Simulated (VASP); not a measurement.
ZnS (wurtzite), at 1.04 of the tabulated volume:

```yaml
crystal:
  lattice:
    - [1.93513, -3.35175, 0.00000]
    - [1.93513, 3.35175, 0.00000]
    - [0.00000, 0.00000, 6.34238]
  atoms:
    - { symbol: Zn, position: [0.66667, 0.33333, 0.50000] }
    - { symbol: Zn, position: [0.33333, 0.66667, 0.00000] }
    - { symbol: S, position: [0.66667, 0.33333, 0.87500] }
    - { symbol: S, position: [0.33333, 0.66667, 0.37500] }
```

The lowest empty band near Γ, direction a*, from mBJ (TB09) with spin-orbit coupling in VASP (PAW); its two spin partners are averaged. The gap over the points computed is 3.62 eV, and the next band on that side lies 0.84 eV away at the edge.

Settings: 400 eV cut-off, 7×7×4 Γ-centred mesh, Gaussian smearing of 0.050 eV, potentials Zn S.

```
distance from the edge in k (1/Å)  distance in energy (meV)
---------------------------------  ------------------------
0.018                                                   4.6
0.025                                                   8.7
0.035                                                  16.9
0.050                                                  34.0
0.070                                                  65.6
```

**Question.** Fit E(1 + αE) = ħ²k²/2m* (ħ²/2m0 = 3.810 eV Å²) and predict the row at 0.095 1/Å.

**Answer.** Least squares on the energies gives the electron mass m* = 0.274 m0 and α = 0.60 per eV, and so 117.3 meV. The run gave 118.6 meV, +1.3 meV from the fit.

Left out are points under 3 meV from the edge, since the levels carry 0.1 meV, and points farther than half the way to the next band.

The compound is ZnS in the wurtzite structure, the high-temperature form. The cell was not relaxed at this level.
